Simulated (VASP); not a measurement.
A convergence study with VASP on NaI (rock salt): a few settings are varied, all else stays as given below, so the limit is that of these other settings.

```xyz
2
Lattice="0.0000 3.2350 3.2350 3.2350 0.0000 3.2350 3.2350 3.2350 0.0000" Properties=species:S:1:pos:R:3 pbc="T T T"
Na     0.0000     0.0000     0.0000
I      3.2350     3.2350     3.2350
```

All values below come from PBE GGA, VASP's PBE PAW potentials (set 64) (plane waves; VASP 6.6.1). The last row used: 550 eV cut-off, 14×14×14 Γ-centred mesh, second-order Methfessel-Paxton smearing of 0.40 eV, potentials Na_pv I.

Gaps are read on the run's mesh, which can miss a band edge.

```
setting                                   E (eV/atom)  pressure (GPa)  gap on the mesh (eV)  irreducible k-points
----------------------------------------  -----------  --------------  --------------------  --------------------
ISMEAR = -1, SIGMA = 0.01, 4×4×4 mesh         -2.6896            0.51                 3.642                     8
ISMEAR = -1, SIGMA = 0.1, 4×4×4 mesh          -2.6896            0.51                 3.642                     8
ISMEAR = 0, SIGMA = 0.01, 4×4×4 mesh          -2.6896            0.51                 3.642                     8
ISMEAR = 0, SIGMA = 0.2, 4×4×4 mesh           -2.6896            0.51                 3.642                     8
ISMEAR = 1, SIGMA = 0.05, 4×4×4 mesh          -2.6895            0.51                 3.642                     8
ISMEAR = 1, SIGMA = 0.2, 4×4×4 mesh           -2.6896            0.48                 3.643                     8
ISMEAR = 2, SIGMA = 0.05, 4×4×4 mesh          -2.6895            0.51                 3.642                     8
ISMEAR = 2, SIGMA = 0.2, 4×4×4 mesh           -2.6897            0.49                 3.642                     8
ISMEAR = -1, SIGMA = 0.01, 8×8×8 mesh         -2.6924            0.46                 3.644                    29
ISMEAR = -1, SIGMA = 0.2, 8×8×8 mesh          -2.6924            0.46                 3.644                    29
ISMEAR = 0, SIGMA = 0.01, 8×8×8 mesh          -2.6924            0.46                 3.644                    29
ISMEAR = 0, SIGMA = 0.4, 8×8×8 mesh           -2.6924            0.46                 3.644                    29
ISMEAR = 1, SIGMA = 0.05, 8×8×8 mesh          -2.6924            0.45                 3.644                    29
ISMEAR = 1, SIGMA = 0.4, 8×8×8 mesh           -2.6907            0.36                 3.647                    29
ISMEAR = 2, SIGMA = 0.05, 8×8×8 mesh          -2.6924            0.45                 3.644                    29
ISMEAR = 2, SIGMA = 0.4, 8×8×8 mesh           -2.6918            0.38                 3.646                    29
ISMEAR = -1, SIGMA = 0.05, 14×14×14 mesh      -2.6924            0.46                 3.644                   104
ISMEAR = -1, SIGMA = 0.2, 14×14×14 mesh       -2.6924            0.46                 3.644                   104
ISMEAR = 0, SIGMA = 0.1, 14×14×14 mesh        -2.6924            0.46                 3.644                   104
ISMEAR = 0, SIGMA = 0.4, 14×14×14 mesh        -2.6924            0.46                 3.644                   104
ISMEAR = 1, SIGMA = 0.1, 14×14×14 mesh        -2.6924            0.45                 3.644                   104
ISMEAR = 1, SIGMA = 0.4, 14×14×14 mesh        -2.6905            0.36                 3.646                   104
ISMEAR = 2, SIGMA = 0.1, 14×14×14 mesh        -2.6924            0.45                 3.644                   104
ISMEAR = 2, SIGMA = 0.4, 14×14×14 mesh        -2.6915            0.38                 3.646                   104
```

Left out are rungs that failed or repeat a setting and relaxations that didn't move; long series are thinned to 24 rows.

The compound is NaI in the rock salt structure. The cell was not relaxed at this level.
